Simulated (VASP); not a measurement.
Here is the system:

```
Be
1.0
    1.06321    -1.84154     0.00000
    1.06321     1.84154     0.00000
    0.00000     0.00000     3.37654
Be
2
Direct
  0.33333   0.66667   0.25000
  0.66667   0.33333   0.75000
```

Computed with PBE GGA, VASP's PBE PAW potentials (set 64) (plane waves; VASP 6.6.1). Settings: 500 eV cut-off, 19×19×11 Γ-centred mesh, first-order Methfessel-Paxton smearing of 0.10 eV, potentials Be.

Energy and stress use the plane-wave basis of the starting cell.

Question: The ions, cell shape and volume at an external pressure of 45.0 GPa are relaxed. Give the cell that the relaxation ends in.

Answer: 
```
Be
1.0
    1.04030    -1.80186     0.00000
    1.04030     1.80186     0.00000
    0.00000     0.00000     3.31093
Be
2
Direct
  0.33333   0.66667   0.25000
  0.66667   0.33333   0.75000
```
Space group P6_3/mmc (194), at a tolerance of 0.03 Å.

Question: How do energy and volume change from the first to the last step?

Answer: The energy (σ→0) changes by +93.3 meV/atom and the volume by -6.1 %, in 5 ionic steps.

The compound is Be in the hcp structure. This run relaxes it under an external pressure of 45 GPa. Symmetry was kept, so distortions that lower it aren't found.
